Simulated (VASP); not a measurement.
Consider the following.

```xyz
3
Lattice="2.1346 -3.6972 0.0000 2.1346 3.6972 0.0000 0.0000 0.0000 6.9114" Properties=species:S:1:pos:R:3 pbc="T T T"
Cd     0.0000     0.0000     0.0000
I      2.1346     1.2324     1.7327
I      2.1346    -1.2324     5.1787
```

Level of theory: rev-vdW-DF2, VASP's PBE PAW potentials (set 64) (plane waves; VASP). Settings: 520 eV cut-off, 7×7×4 Γ-centred mesh, tetrahedra with Blöchl corrections, potentials Cd I.

The cores are frozen, which limits the accuracy of field gradients.

**Question.** Give the principal components of the electric field gradient (V/Å²) and the asymmetry η at each nucleus.

**Answer.** 
```json
[
 {"atom": "Cd1", "Vxx": "-0.5", "Vyy": "-0.5", "Vzz": "1.0", "η": "0.00"},
 {"atom": "I2", "Vxx": "23.1", "Vyy": "23.1", "Vzz": "-46.3", "η": "0.00"},
 {"atom": "I3", "Vxx": "23.1", "Vyy": "23.1", "Vzz": "-46.3", "η": "0.00"}
]
```

The compound is CdI2 in the 1T layered structure. It was relaxed first.
